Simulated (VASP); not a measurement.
Energy against volume of SrTe (rock salt). Level of theory: MS2 meta-GGA, VASP's PBE PAW potentials (set 64) (plane waves; VASP).

| V (Å³/atom) | E (eV/atom) |
|---|---|
| 35.292 | -2.34966 |
| 36.418 | -2.36216 |
| 37.545 | -2.36613 |
| 38.671 | -2.36280 |
| 39.797 | -2.35321 |

Q: Fit a third-order Birch-Murnaghan equation of state.

A: 
```
Quantity                                        Result
---------------------------------------  -------------
volume per atom                          37.57 Å³/atom
bulk modulus                                  34.5 GPa
pressure derivative of the bulk modulus           4.11
lattice constant a                             6.698 Å
```

Measured: bulk modulus 39.5 GPa (computed value off by -12.7 %), a 6.659 Å (computed value off by +0.6 %), as given by S. C. Rakesh Roshan et al., ACS Applied Energy Materials (2021), arXiv:2110.13857. The calculation is for a static lattice, while the measured bulk modulus, a hold thermal and zero-point effects, which are part of the difference.

The compound is SrTe in the rock salt structure. It was relaxed first.
